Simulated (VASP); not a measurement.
```yaml
crystal:
  lattice:
    - [2.81638, 0.00000, 0.00000]
    - [0.00000, 2.81638, 0.00000]
    - [0.00000, 0.00000, 4.05278]
  atoms:
    - { symbol: Ti, position: [0.00000, 0.00000, 0.00000] }
    - { symbol: Al, position: [0.50000, 0.50000, 0.50000] }
```

Computed with r2SCAN meta-GGA, VASP's PBE PAW potentials (set 64) (plane waves; VASP). Run with 520 eV cut-off, 14×14×10 Γ-centred mesh, tetrahedra with Blöchl corrections, potentials Ti_sv Al.

Predict the energy per atom (σ→0), band gap (over mesh and band path) with the smallest direct gap where there is one.

| Item | Result |
|---|---|
| band gap (over mesh and band path) | none (metal, semimetal or under 0.01 eV) |
| energy per atom (σ→0) | -10.296 eV/atom |

The absolute energy has meaning only against runs of the same code, potentials and settings.

The compound is TiAl in the L1_0 structure. It was relaxed first. The electron count is odd and the run is not spin-polarised, which forces a metal.
